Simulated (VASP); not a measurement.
Energy against volume of InSb (zinc blende). These are RPBE GGA, VASP's PBE PAW potentials (set 64) (plane waves; VASP) values and carry that method's errors. Numerical set-up: 520 eV cut-off, 9×9×9 Γ-centred mesh, first-order Methfessel-Paxton smearing of 0.10 eV, potentials In_d Sb.

```tsv
V (Å³/atom)	E (eV/atom)
36.761	-3.14569
37.898	-3.14925
39.035	-3.14588
40.172	-3.13673
```

Fit these four points and predict the energy of the run at 35.624 Å³/atom.

A cubic in V^(−2/3), the third-order Birch-Murnaghan form, passes through the four points with V0 = 37.88 Å³/atom and B0 = 33 GPa, and gives -3.1338 eV/atom there. The run gave -3.1338 eV/atom, -0.0 meV/atom from the fit; all five points give B0 = 33 GPa.

The compound is InSb in the zinc blende structure. It was relaxed first, which changed the volume by +11 %.
